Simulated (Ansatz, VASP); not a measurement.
## W2O5F (WO2.55F0.45, cubic ReO3-type perovskite) in two plane-wave programs

One calculation is typed for both programs; each brings its own data sets. How far apart do they land? The cell is invented: As first built, before any earlier steps moved the atoms (in the runner's words): 2x2x2 conventional cells of the WO3 type (32 atoms: 20 O, 4 F, 8 W); O/F share their sites, the best of 600 random draws by like-pair counts in two shells; start lattice of WO3; atoms moved at random by 0.02 A. It may not be a known or stable phase. Of the first pair: The structure shown is the start of the Ansatz relaxation below; VASP solves that cell, so the two are compared at the walk's first step.

Main program and level: Ansatz 0.2.0; plane waves, with VASP 6.6.1 beside it; single point at LDA.

## Step 1: Set-up

The cell holds 32 atoms: 20 O, 4 F and 8 W. Cell: a = 7.612 Å, b = 7.612 Å, c = 7.612 Å, α = 90.0°, β = 90.0°, γ = 90.0°. It derives from WO3 (WO3 type, space group 221), repeated 2×2×2. As first built, before any earlier steps moved the atoms (in the runner's words): 2x2x2 conventional cells of the WO3 type (32 atoms: 20 O, 4 F, 8 W); O/F share their sites, the best of 600 random draws by like-pair counts in two shells; start lattice of WO3; atoms moved at random by 0.02 A.

## Step 2: Ansatz: relaxation, LDA

Ansatz runs on its default PAW (the set named soft_2) files.

The two programs are compared at the cell with which this relaxation starts, whose forces are those of its first step.

Input file input.yaml:

```yaml
crystal:
  lattice:
    - [7.61241, 0.0, 0.0]
    - [0.0, 7.61241, 0.0]
    - [0.0, 0.0, 7.61241]
  atoms:
    - { symbol: O, position: [0.00048, 0.00244, 0.24939] }
    - { symbol: O, position: [0.99646, 0.24851, 0.00245] }
    - { symbol: O, position: [0.2508, 0.99933, 0.99976] }
    - { symbol: O, position: [0.00529, 0.99286, 0.74652] }
    - { symbol: O, position: [0.00286, 0.25171, 0.50107] }
    - { symbol: O, position: [0.24776, 0.00241, 0.49783] }
    - { symbol: O, position: [0.99839, 0.49752, 0.25143] }
    - { symbol: O, position: [0.99663, 0.75142, 0.99843] }
    - { symbol: O, position: [0.0017, 0.49871, 0.75431] }
    - { symbol: O, position: [0.99911, 0.7496, 0.49846] }
    - { symbol: O, position: [0.24837, 0.49973, 0.50032] }
    - { symbol: O, position: [0.49562, 0.24795, 0.00016] }
    - { symbol: O, position: [0.74782, 0.99977, 0.00211] }
    - { symbol: O, position: [0.50229, 0.25319, 0.50141] }
    - { symbol: O, position: [0.75362, 0.99558, 0.49822] }
    - { symbol: O, position: [0.49731, 0.49832, 0.25186] }
    - { symbol: O, position: [0.74967, 0.49469, 0.00492] }
    - { symbol: O, position: [0.50228, 0.50009, 0.74861] }
    - { symbol: O, position: [0.49736, 0.74691, 0.49674] }
    - { symbol: O, position: [0.75173, 0.49574, 0.50154] }
    - { symbol: F, position: [0.25324, 0.49971, 0.00313] }
    - { symbol: F, position: [0.50179, 0.99993, 0.24986] }
    - { symbol: F, position: [0.50453, 0.00477, 0.7466] }
    - { symbol: F, position: [0.50031, 0.74571, 0.99892] }
    - { symbol: W, position: [0.00334, 0.00052, 0.99807] }
    - { symbol: W, position: [0.00205, 0.00187, 0.50166] }
    - { symbol: W, position: [0.00259, 0.50072, 0.00069] }
    - { symbol: W, position: [0.00137, 0.50175, 0.50656] }
    - { symbol: W, position: [0.4971, 0.99743, 0.99745] }
    - { symbol: W, position: [0.49501, 0.99722, 0.49668] }
    - { symbol: W, position: [0.50183, 0.50235, 0.99603] }
    - { symbol: W, position: [0.49943, 0.49614, 0.49776] }
kpoints:
  mp_grid: { grid: [3, 3, 3] }
hamiltonian:
  xc: lda
scf:
  occupations: { method: methfessel_paxton, width: 0.15 }
output:
  forces: true
  stress: true
relax:
  f_tol: 0.02
  max_steps: 45
  cell: { stress_tol: 0.1 }
```

Started as:

```
$ ansatz run input.yaml --threads 4 --pin off --max-ram 15360MiB --backend cpu --events-out ev --progress --plain --runs-dir out
```

Numbers of over 12 decimals in the logs are rounded to 6 here.

The program printed:

```text
The last accepted step is kept in <dir> (removed where the run ends without a failure and the disk answers)
Engine: ansatz 0.2.0, x86_64-unknown-linux-gnu
Pseudopotentials: kind: paw
Pseudopotential: O, paw, valence charge 6, recommended cutoff 420 eV (normal), O.paw.azcp
Pseudopotential: F, paw, valence charge 7, recommended cutoff 420 eV (normal), F.paw.azcp
Pseudopotential: W, paw, valence charge 14, recommended cutoff 420 eV (normal), W.paw.azcp
Functional definition: SPW92
  exchange = slater_x
  correlation = pw_c
Crystal: 32 atoms, lattice volume = 441.130 Å³
Basis set: ecut = 420 eV, 8601 PW (Γ)
Bands: 162, of which v1, the nominal top of the filled ones, is band 130 counted from 1 (129 counted from 0)
Symmetry: 1 space group operations
Space group: P1 (ITA 1), of the structure as read, at distance tolerance 7.6e-5 Å
k-points: 14 of 27 (time reversal used)
Non-local potential: O, projectors of the file, l = 0: 2, l = 1: 2, l = 2: 1
Non-local potential: F, projectors of the file, l = 0: 2, l = 1: 2, l = 2: 1
Non-local potential: W, projectors of the file, l = 0: 3, l = 1: 2, l = 2: 2, l = 3: 1
PAW form: soft (Blöchl's): semilocal exchange-correlation on the pseudo side does not see the compensation charge
PAW frozen core: O, regenerated for the run's functional, and the local potential with it (the file was generated under x = pbe(κ = 0.804, μ = 0.219515), c = pbe(β = 0.066725))
PAW frozen core: F, regenerated for the run's functional, and the local potential with it (the file was generated under x = pbe(κ = 0.804, μ = 0.219515), c = pbe(β = 0.066725))
PAW frozen core: W, regenerated for the run's functional, and the local potential with it (the file was generated under x = pbe(κ = 0.804, μ = 0.219515), c = pbe(β = 0.066725))
PAW one-centre angular grid: O, 110 points (default); XC on 64 Gauss nodes
PAW one-centre angular grid: F, 110 points (default); XC on 64 Gauss nodes
PAW one-centre angular grid: W, 590 points (default); XC on 64 Gauss nodes
Initial density: superposition of atomic densities (neutral atoms: chi_scale 0, normalization atom), corrected by the library's trained network
Initial wavefunctions: pseudopotential atomic-orbital guess
Functional: x = slater, c = lda
SCF iter   1: F=—  HF=-95327.266335 eV  |F-HF|=—  |Δ(HF+E_count)|=         —  Δρ=2.71e-2  dr2=3.57e0  ethr=1.77e-3  ⟨swp⟩=5.6  Hψ=8263  notcnv=0  defer=48
preconditioner: auto → LDOS  [insulator: Δε(μ)=0.200 eV  Ē_g=11.761 eV  σ=0.150 eV  W_gap=0.69  n_scr=122 (ndim 8)  ℏωp=24.8 eV  f_vac=0.209  D(μ)=7.50/eV (n_scr^D=32)  ε∞_Penn≈5.4  β→1.0]
SCF iter   2: F=—  HF=-95328.979311 eV  |F-HF|=—  |Δ(HF+E_count)|=    1.71e0  S|Δr|=    0.00e0  Δρ=5.08e-2  dr2=1.08e1  ethr=1.37e-3  ⟨swp⟩=2.9  Hψ=4135  notcnv=0  defer=300  recentre
SCF iter   3: F=—  HF=-95326.626537 eV  |F-HF|=—  |Δ(HF+E_count)|=    2.35e0  S|Δr|=    0.00e0  Δρ=8.99e-3  dr2=3.42e-1  ethr=1.37e-3  ⟨swp⟩=2.6  Hψ=4057  notcnv=0  defer=290
SCF iter   4: F=—  HF=-95326.583184 eV  |F-HF|=—  |Δ(HF+E_count)|=   4.34e-2  S|Δr|=    0.00e0  Δρ=5.16e-3  dr2=1.22e-1  ethr=1.32e-4  ⟨swp⟩=2.0  Hψ=3684  notcnv=0  defer=294
SCF iter   5: F=—  HF=-95326.563055 eV  |F-HF|=—  |Δ(HF+E_count)|=   2.01e-2  S|Δr|=    0.00e0  Δρ=1.97e-3  dr2=1.93e-2  ethr=4.70e-5  ⟨swp⟩=2.0  Hψ=3332  notcnv=0  defer=294
SCF iter   6: F=—  HF=-95326.561198 eV  |F-HF|=—  |Δ(HF+E_count)|=   1.86e-3  S|Δr|=    0.00e0  Δρ=1.24e-3  dr2=8.85e-3  ethr=7.42e-6  ⟨swp⟩=2.0  Hψ=3098  notcnv=0  defer=294
SCF iter   7: F=—  HF=-95326.560302 eV  |F-HF|=—  |Δ(HF+E_count)|=   8.97e-4  S|Δr|=    0.00e0  Δρ=7.19e-4  dr2=3.31e-3  ethr=3.40e-6  ⟨swp⟩=2.0  Hψ=3103  notcnv=0  defer=294
SCF iter   8: F=—  HF=-95326.560029 eV  |F-HF|=—  |Δ(HF+E_count)|=   2.72e-4  S|Δr|=    0.00e0  Δρ=4.39e-4  dr2=1.41e-3  ethr=1.27e-6  ⟨swp⟩=2.0  Hψ=2818  notcnv=0  defer=294
SCF iter   9: F=—  HF=-95326.559908 eV  |F-HF|=—  |Δ(HF+E_count)|=   1.21e-4  S|Δr|=    0.00e0  Δρ=2.19e-4  dr2=3.76e-4  ethr=5.43e-7  ⟨swp⟩=2.0  Hψ=2700  notcnv=0  defer=294
SCF iter  10: F=—  HF=-95326.559866 eV  |F-HF|=—  |Δ(HF+E_count)|=   4.21e-5  S|Δr|=    0.00e0  Δρ=1.23e-4  dr2=1.13e-4  ethr=1.45e-7  ⟨swp⟩=2.0  Hψ=2896  notcnv=0  defer=294
[...]
SCF iter  12: F=—  HF=-95326.560747 eV  |F-HF|=—  |Δ(HF+E_count)|=   8.90e-4  S|Δr|=    0.00e0  Δρ=3.76e-5  dr2=1.04e-5  ethr=1.09e-8  ⟨swp⟩=2.0  Hψ=3210  notcnv=0  defer=298
SCF iter  13: F=—  HF=-95326.560747 eV  |F-HF|=—  |Δ(HF+E_count)|=   8.35e-7  S|Δr|=    0.00e0  Δρ=2.25e-5  dr2=3.86e-6  ethr=4.00e-9  ⟨swp⟩=2.0  Hψ=2942  notcnv=0  defer=298
SCF iter  14: F=—  HF=-95326.560746 eV  |F-HF|=—  |Δ(HF+E_count)|=   3.70e-7  S|Δr|=    0.00e0  Δρ=1.22e-5  dr2=1.15e-6  ethr=1.48e-9  ⟨swp⟩=2.0  Hψ=2767  notcnv=0  defer=298
[...]
Crystal: 32 atoms, lattice volume = 433.417 Å³
relax step  17: F+E_penalty+E_count = -95328.55575972 eV  Δ(F+E_penalty+E_count) = -1.397e-3 eV  max|allowed force component| = 1.988e-2 eV/Å  Δτ_max = 0.0115 Å  P = +0.057 GPa  Ω = 433.417 Å³  energy of the carried Pulay correction = +3.852e-3 eV  (12 SCF iters, accepted)
iter 1 solved again at ethr=6.80e-8 eV; its pass at ethr=3.10e-3 eV (dr2=1.77e-4 eV) is discarded
[...]
SCF converged after 6 iterations
Stability not checked: this state was not tested for a lower state beside it, because cold or Methfessel-Paxton smearing, or corrected tetrahedra, fill the levels in a way that the test cannot read (fill_not_monotonic; see scf.lower_state_search)
Free energy (F): -95328.552625 eV
Harris-Foulkes:  -95328.552625 eV  (|F-HF|=2.91e-10)
Internal energy: -95328.543661 eV  (E = F + TS)
E sigma→0 (E₀):  -95328.550384 eV
Entropy (-TS):   -0.008964 eV (-0.280 meV/atom)
Fermi energy:    7.919925 eV
Step filling:    the computed levels leave a gap of 0.0301 eV = 0.2 smearing widths at the electron count; against every level under it full and every level over it empty, smearing changes F+E_penalty+E_count by -4.942 meV and its σ→0 estimate by -2.701 meV
--- Per-component energies (eV) ---
  E_band       = -2867.921138
  E_kinetic    = 7884.864900
  E_local      = -22583.628734  (includes V_loc(G=0)·N_el)
  E_nonlocal   = 1334.630878
  E_hartree    = 8340.429840
  E_xc         = -3856.030627
  E_vxc        = -4144.820582  (∫ρ·V_xc dr)
  E_paw        = -70166.800062  (= ΣΔE_a)
  E_vpaw       = -2039.886036  (= ΣTr[D̂ρ^β])
  E_aug_tail   = 0.058525  (compensation charges beyond the density's cutoff)
  E_ewald      = -16286.725041
  E_core_change = 4.656660  (= ΣΔE_core)
  E_smearing   = -0.008964  (= −TS)
  E_closure    = -0.000000  (closes the sum)
  Σ components = -95328.552625   (vs F -95328.552625, Δ=0.00e0)
--- Forces (eV/Å), atoms counted from 1 ---
  atom   1  O     -0.00079621     0.00124669     0.00421135
  atom   2  O      0.00098106     0.00132595     0.00028698
  atom   3  O     -0.00435729    -0.00099364    -0.00196322
  atom   4  O     -0.00020130     0.00025793    -0.00058639
  atom   5  O      0.00095893    -0.00131083     0.00036865
  atom   6  O     -0.00248598     0.00054539    -0.00197754
  atom   7  O     -0.00046297    -0.00022286    -0.00284829
  atom   8  O     -0.00232848    -0.00323804     0.00117770
  atom   9  O     -0.00058044     0.00100304     0.00232852
  atom  10  O     -0.00001357     0.00304067    -0.00019413
  atom  11  O     -0.00494013     0.00050800    -0.00158804
  atom  12  O     -0.00341920     0.00033325    -0.00194322
  atom  13  O      0.00961714     0.00114672    -0.00086850
  atom  14  O      0.00051018     0.00123516     0.00299991
  atom  15  O      0.00410754     0.00050948    -0.00085100
  atom  16  O      0.00095550    -0.00243257     0.00324019
  atom  17  O      0.00073325    -0.00247520    -0.00195779
  atom  18  O      0.00125339    -0.00084143    -0.00250470
  atom  19  O      0.00078534     0.00075753     0.00028800
  atom  20  O      0.00144236    -0.00049756     0.00146538
  atom  21  F      0.00111122     0.00085897    -0.00034470
  atom  22  F      0.00174057     0.00049084    -0.00112431
  atom  23  F      0.00009563     0.00172721    -0.00106619
  atom  24  F      0.00028810    -0.00139194    -0.00099919
  atom  25  W      0.00068489    -0.00495046    -0.00033611
  atom  26  W      0.00125847    -0.00136719     0.00040297
  atom  27  W      0.01811633     0.00526634    -0.00178801
  atom  28  W      0.00632123    -0.00122926    -0.00010139
  atom  29  W     -0.00371903    -0.01668875     0.00441240
  atom  30  W     -0.00555384    -0.00127330     0.00211190
  atom  31  W     -0.01989587     0.01980285     0.00212599
  atom  32  W     -0.00219038    -0.00105286    -0.00233711
  max |Σ_I F_I| component: 9.01e-5 eV/Å
--- Stress (GPa, compression-positive) ---
        0.084190       0.000957      -0.002900
        0.000957       0.066530       0.000550
       -0.002900       0.000550      -0.002665
  P = ⅓ Tr σ = 0.0494 GPa (0.494 kbar)
--- Relaxed structure (16 steps of the walk, 15 accepted, 2 SCFs on fresh bases) ---
  F+E_penalty+E_count = -95328.55262503 eV   max|allowed force component| = 1.990e-2 eV/Å   (the final SCF, on the basis selected at the relaxed cell)
  cell:  # Å, volume = 433.4171 Å³
    - [7.574851, 0.00137792, -0.0067488]
    - [0.00137792, 7.551008, 0.00245484]
    - [-0.0067488, 0.00245484, 7.577526]
  atoms:
    - { symbol: O, position: [0.00297786, 0.00417645, 0.248395] }
    - { symbol: O, position: [1.014631, 0.248056, -0.00357482] }
    - { symbol: O, position: [0.257787, 0.982166, 0.997478] }
    - { symbol: O, position: [0.000731622, 0.995196, 0.749510] }
    - { symbol: O, position: [0.00181964, 0.252155, 0.505466] }
    - { symbol: O, position: [0.255190, -0.000809595, 0.499938] }
    - { symbol: O, position: [1.000181, 0.495387, 0.250536] }
    - { symbol: O, position: [0.986612, 0.746041, 1.005182] }
    - { symbol: O, position: [-0.000627395, 0.504607, 0.754591] }
    - { symbol: O, position: [0.997753, 0.752319, 0.496613] }
    - { symbol: O, position: [0.249628, 0.503263, 0.501768] }
    - { symbol: O, position: [0.485817, 0.246864, -0.032692] }
    - { symbol: O, position: [0.744924, 1.009256, -0.00134176] }
    - { symbol: O, position: [0.497859, 0.246004, 0.526259] }
    - { symbol: O, position: [0.747365, 1.003080, 0.496744] }
    - { symbol: O, position: [0.496021, 0.472278, 0.245393] }
    - { symbol: O, position: [0.748707, 0.479636, 0.00144333] }
    - { symbol: O, position: [0.498849, 0.523930, 0.753203] }
    - { symbol: O, position: [0.501165, 0.752723, 0.470006] }
    - { symbol: O, position: [0.747041, 0.499502, 0.500502] }
    - { symbol: F, position: [0.252670, 0.520503, 0.00128323] }
    - { symbol: F, position: [0.498364, 1.044085, 0.247565] }
    - { symbol: F, position: [0.504754, -0.049345, 0.749881] }
    - { symbol: F, position: [0.518328, 0.748878, 1.038397] }
    - { symbol: W, position: [0.00128791, -0.00605826, 0.997543] }
    - { symbol: W, position: [0.00284731, 0.007598, 0.497547] }
    - { symbol: W, position: [-0.00940719, 0.494287, 0.00634706] }
    - { symbol: W, position: [-0.00437091, 0.507705, 0.506680] }
    - { symbol: W, position: [0.500292, 1.009163, 0.996381] }
    - { symbol: W, position: [0.502443, 0.997796, 0.498163] }
    - { symbol: W, position: [0.511425, 0.486283, 0.996529] }
    - { symbol: W, position: [0.495078, 0.497876, 0.497214] }
```

## Step 3: VASP: single point, LDA, start cell, pair 1

The same cell, functional (in two slightly different forms), mesh and smearing now go to VASP, with its own data sets.

Lines of VASP's logs that name or quote its potential files are left out, and so is its time.

Input file INCAR:

```
SYSTEM = W2O5F
PREC = Accurate
ENCUT = 520
EDIFF = 1E-06
NELM = 120
ISMEAR = 1
SIGMA = 0.15
LREAL = Auto
ALGO = Normal
GGA = PW92
NBANDS = 120
LASPH = .TRUE.
LORBIT = 11
LWAVE = .FALSE.
LCHARG = .FALSE.
ISIF = 2
GGA_COMPAT = .FALSE.
KPAR = 4
```

Input file POSCAR:

```
W2O5F
1.0
    7.6124100000      0.0000000000      0.0000000000
    0.0000000000      7.6124100000      0.0000000000
    0.0000000000      0.0000000000      7.6124100000
O F W
20 4 8
Direct
    0.0004860484      0.0024433786      0.2493953952
    0.9964649828      0.2485152534      0.0024433786
    0.2508009947      0.9993287277      0.9997622304
    0.0052939871      0.9928655971      0.7465178570
    0.0028637449      0.2517074093      0.5010765316
    0.2477664761      0.0024039693      0.4978318299
    0.9983960402      0.4975165552      0.2514315440
    0.9966357566      0.7514177508      0.9984354495
    0.0016946013      0.4987119716      0.7543077685
    0.9991054081      0.7496049214      0.4984623792
    0.2483707525      0.4997366143      0.5003146178
    0.4956249072      0.2479503863      0.0001576373
    0.7478183650      0.9997753668      0.0021149675
    0.5022850845      0.2531918276      0.5014049427
    0.7536246734      0.9955848411      0.4982259232
    0.4973063721      0.4983178783      0.2518650467
    0.7496706037      0.4946922197      0.0049261666
    0.5022850845      0.5000912983      0.7486065517
    0.4973589179      0.7469119504      0.4967415050
    0.7517330254      0.4957431352      0.5015363072
    0.2532443733      0.4997103414      0.0031264737
    0.5017858996      0.9999330041      0.2498551707
    0.5045314165      0.0047685293      0.7465966757
    0.5003146178      0.7457165339      0.9989214979
    0.0033366569      0.0005254578      0.9980676290
    0.0020492853      0.0018653751      0.5016545352
    0.0025878795      0.5007218476      0.0006962315
    0.0013661902      0.5017464903      0.5065544289
    0.4970961890      0.9974239433      0.9974502162
    0.4950074943      0.9972137602      0.4966758228
    0.5018253089      0.5023507667      0.9960314802
    0.4994344761      0.4961372286      0.4977661476
```

Input file KPOINTS:

```
Automatic mesh
0
Gamma
3 3 3
0 0 0
```

The projector-augmented-wave data sets are O, F and W (LDA family, release 64).

Started as:

```
$ mpirun -np 4 vasp_std
```

The program printed:

```text
[banner, memory and clock lines left out]
running    4 mpi-ranks, on    1 nodes
[...]
|                                                                             |
|               ----> ADVICE to this user running VASP <----                  |
|                                                                             |
|     You enforced a specific xc type in the INCAR file but a different       |
|     [... a line on the potential file left out ...]
|     I HOPE YOU KNOW WHAT YOU ARE DOING!                                     |
|                                                                             |

 LDA part: xc-table for (Slater(with rela. corr.)+PW92), standard interpolation
 POSCAR, INCAR and KPOINTS ok, starting setup
[...]
entering main loop
       N       E                     dE             d eps       ncg     rms          rms(c)
DAV:   1     0.134646168877E+04    0.13465E+04   -0.10460E+05  3408   0.153E+03
DAV:   2    -0.247574075255E+03   -0.15940E+04   -0.15499E+04  4288   0.380E+02
DAV:   3    -0.368256979263E+03   -0.12068E+03   -0.11948E+03  3816   0.108E+02
DAV:   4    -0.370787651833E+03   -0.25307E+01   -0.25064E+01  4120   0.158E+01
[...]
DAV:  16    -0.305167041345E+03    0.16618E-04   -0.22715E-04  4112   0.464E-02    0.421E-02
DAV:  17    -0.305167041369E+03   -0.24256E-07   -0.45880E-05  4104   0.243E-02    0.225E-02
DAV:  18    -0.305167041414E+03   -0.45286E-07   -0.69255E-06  3776   0.973E-03
   1 F= -.30516704E+03 E0= -.30516128E+03  d E =-.172756E-01
```

OUTCAR, selected parts (step 3):

```text
  Total       -5.2353388     -4.2631443      4.7106861      0.1988486      0.0368450     -0.2233537
  in kB      -19.0146732    -15.4836768     17.1091421      0.7222151      0.1338206     -0.8112175
  external PRESSURE =      -5.7964026 kB  Pullay stress =       0.0000000 kB

 POSITION                                       TOTAL-FORCE (eV/Angst)
 -----------------------------------------------------------------------------------
      0.00370      0.01860      1.89850         0.225912     -0.112544     -0.331333
      7.58550      1.89180      0.01860         0.840554      0.644568     -0.382068
      1.90920      7.60730      7.61060         1.474331     -0.617417     -0.183767
      0.04030      7.55810      5.68280        -0.035643      0.349160      0.882702
      0.02180      1.91610      3.81440        -0.009454     -0.388706      0.258404
      1.88610      0.01830      3.78970         2.508668     -0.101319      0.006249
      7.60020      3.78730      1.91400         0.626517      0.192007     -0.979842
      7.58680      5.72010      7.60050         0.714025     -0.955990      0.040345
      0.01290      3.79640      5.74210         0.433484      0.106756      0.550825
      7.60560      5.70630      3.79450         0.226242     -0.118319      0.158865
      1.89070      3.80420      3.80860         0.572064      0.014774      0.213448
      3.77290      1.88750      0.00120        -0.269989     -0.198736     -0.213647
      5.69270      7.61070      0.01610        -1.412896     -0.533294     -0.350750
      3.82360      1.92740      3.81690        -0.258519     -2.469326     -0.142368
[...]
-----------------------------------------------------------------------------------
    total drift:                               -0.012388      0.006289     -0.003965

  FREE ENERGIE OF THE ION-ELECTRON SYSTEM (eV)
  ---------------------------------------------------
  free  energy   TOTEN  =      -305.1670414144 eV

  energy  without entropy=     -305.1497658503  energy(sigma->0) =     -305.16128289

[... 3 further parts left out ...]
[key lines of the parts left out:]
E-fermi :   2.1104
```

This run has no spin polarisation, so a moment on W, if there is one, isn't seen. The k-mesh is coarse for a metal. The data set W keeps the semicore shell frozen, which is cheaper and a little less accurate.

(Part 1 of 2 ends here.)

[Lines on the potential files, build, host, timing and source positions are cut from VASP's logs without a mark.]

[Logs are printed without paths, hosts, clocks, repeated set-up lines and the standing remarks that a program may print on its own settings, such as how far it seeks lower states.]

[Hosts, paths, dates, database ids (printed as entryN), source tags and the programs' standing remarks are cut or masked in the printed files.]
